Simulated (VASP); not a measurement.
Wanted: the native input for a VASP 6.6.1 run.

| Quantity | Value |
| --- | --- |
| Task | single point |
| Functional | PBE |
| Potentials or basis | VASP PAW PBE potentials, release 64 (Zr_sv, Se, Br) |
| Cutoff | 520 eV |
| k mesh | 7 × 7 × 7 |
| Occupations | fermi-dirac, width 0.05 eV |
| Spin | no spin polarisation |
| Further INCAR settings | ALGO = Normal; EDIFF = 1e-07; NBANDS = 24 |

The structure of ZrSeBr2 lies in POSCAR:

```
ZrSeBr2
1.0
    2.1082080200      1.2171744700      7.4015172300
   -2.1082080200      1.2171744700      7.4015172300
    0.0000000000     -2.4343489300      7.4015172300
Zr Se Br
1 1 2
Direct
    0.0000000000      0.0000000000      0.0000000000
    0.5000000000      0.5000000000      0.5000000000
    0.2430000000      0.2430000000      0.2430000000
    0.7570000000      0.7570000000      0.7570000000
```

The cell was built by a generator and needn't be a form met in nature.

These files were run (other wordings do the same):

INCAR

```
  PREC = Accurate
  ENCUT = 520
  EDIFF = 1E-7
  ISMEAR = -1
  SIGMA = 0.05
  LREAL = F
  LASPH = T
  NELM = 80
  ALGO = Normal
  ISIF = 2
  LWAVE = F
  LCHARG = F
  GGA = PE
  NBANDS = 24
```

KPOINTS

```
regular mesh
0
Gamma
  7 7 7
```

Potentials or basis: VASP PAW PBE potentials, release 64 (Zr_sv, Se, Br).

The run is started by

```console
$ cat potpaw_PBE.64/Zr_sv/POTCAR potpaw_PBE.64/Se/POTCAR potpaw_PBE.64/Br/POTCAR > POTCAR
$ mpirun -np 1 vasp_std > vasp.out
```

It gave:

| Item | Value |
| --- | --- |
| Pressure | -4.4 GPa |
| Largest force | 2.344 eV/Å |
| Band gap on the k mesh | none (metal or under the smearing width) |

Caveat: forces of over 1 eV/Å show positions far from the minimum, so gaps and moduli don't describe the material at rest.

It took 5.1 min on 1 thread of AMD EPYC 9R45 (Zen 5), with other jobs on the host, peak memory 0.51 GiB.
